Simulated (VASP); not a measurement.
Crystal: Al2InN3.

```xyz
6
Lattice="3.5109 0.0000 0.0000 -1.7555 3.0405 0.0000 0.0000 0.0000 8.5285" Properties=species:S:1:pos:R:3 pbc="T T T"
Al    0.0000    2.0270    5.7285
Al    1.7555    1.0135    2.8000
In    0.0000    0.0000    0.0000
N     0.0000    0.0000    4.2642
N     0.0000    2.0270    1.3383
N     1.7555    1.0135    7.1901
```

The cell was built by a generator and needn't be a form met in nature.

```yaml
Program: VASP 6.6.1
Task: relaxation of cell and atoms
Functional: PBE
Potentials_or_basis: VASP PAW PBE potentials, release 64 (Al, In_d, N)
Cutoff: 520 eV
k_mesh: 5 × 5 × 2
Occupations: gaussian, width 0.15 eV
Spin: no spin polarisation
```

At the start: pressure -32.1 GPa; volume 15.17 Å³/atom.

Task: How do energy, volume and symmetry change on relaxing?

Result: Over 9 steps the energy falls by 950.6 meV/atom and the volume is 9.93 Å³/atom (-34.6 %); space group P-3m1 (No. 164, to 0.05 Å).

Step by step:
| step | energy change (eV) | largest force (eV/Å) | pressure (GPa) | volume (Å³) |
| --- | --- | --- | --- | --- |
| 1 | 0.0000 | 1.6277 | -32.08 | 91.04 |
| 2 | -4.4493 | 4.5590 | 21.15 | 56.59 |
| 3 | -4.6496 | 4.0040 | 3.94 | 60.55 |
| 4 | -5.5526 | 1.2973 | 9.91 | 57.42 |
| 5 | -5.5556 | 1.3093 | 10.23 | 57.23 |
| 6 | -5.6225 | 0.8270 | -6.83 | 61.95 |
| 7 | -5.7004 | 0.0999 | -0.94 | 59.86 |
| 8 | -5.7004 | 0.1069 | -0.64 | 59.80 |
| 9 | -5.7037 | 0.0524 | 0.36 | 59.56 |

Final structure:
```
Al In N
1.0
     3.02504    0.00000    0.00000
    -1.51252    2.61976    0.00000
     0.00000    0.00000    7.51559
Al In N
2 1 3
Direct
  0.33333 0.66667 0.65553
  0.66667 0.33333 0.34447
  0.00000 0.00000 0.00000
  0.00000 0.00000 0.50000
  0.33333 0.66667 0.19676
  0.66667 0.33333 0.80324
```

Caveat: the volume moved by over 15 % at a fixed basis, so the end points are rough.
